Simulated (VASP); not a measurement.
Input:

```
CELL_PARAMETERS angstrom
      2.96805     0.00000     0.00000
      0.00000     2.96805     0.00000
      0.00000     0.00000     2.96805
ATOMIC_POSITIONS crystal
  Bi 0.97383 0.99821 0.01744
  N  0.52616 0.50179 0.48256
```

These are PBE GGA, VASP's PBE PAW potentials (set 64) (plane waves; VASP) values and carry that method's errors. Run with 400 eV cut-off, 7×7×7 Γ-centred mesh, Gaussian smearing of 0.27 eV, potentials Bi_d N.

At this cut-off the stress carries a Pulay error, which pulls relaxed volumes low.

Which forces act on the atoms, in eV/Å?

| atom | Fx | Fy | Fz |
|---|---|---|---|
| Bi1 | -0.182 | -0.013 | 0.127 |
| N2 | 0.182 | 0.013 | -0.127 |

Give the stress tensor in GPa (positive for a compressed cell).

```
39.14   0.09  -0.78
 0.09  37.77  -0.07
-0.78  -0.07  38.39
```
The pressure is its mean diagonal, 38.43 GPa.

The structure was generated: BiN was put into an ordered model structure, which need not be its known phase. The cell was not relaxed at this level, atoms are displaced from their ideal sites. The k-mesh is coarse (spacing up to 0.30 per Å, 2π included), so the numbers may not be converged in it.
